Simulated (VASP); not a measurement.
Given:

```xyz
1
Lattice="0.0000 2.5146 2.5146 2.5146 0.0000 2.5146 2.5146 2.5146 0.0000" Properties=species:S:1:pos:R:3 pbc="T T T"
Pb     0.0000     0.0000     0.0000
```

All values below come from PBE GGA, VASP's PBE PAW potentials (set 64) (plane waves; VASP). Run with 480 eV cut-off, 11×11×11 Γ-centred mesh, first-order Methfessel-Paxton smearing of 0.10 eV, potentials Pb_d.

Unless said otherwise, spin-orbit coupling is left out, though it shifts the bands of the heavy elements here.

**Question.** Estimate the energy per atom (σ→0), band gap (on the k-mesh) with the smallest direct gap where there is one.

**Answer.** 
```
Item                                                         Value
------------------------  ----------------------------------------
band gap (on the k-mesh)  none (metal, semimetal or under 0.01 eV)
energy per atom (σ→0)                               -3.566 eV/atom
```

The absolute energy has meaning only against runs of the same code, potentials and settings.

The compound is Pb in the fcc structure. It was relaxed first. The start is the result of an earlier pass.
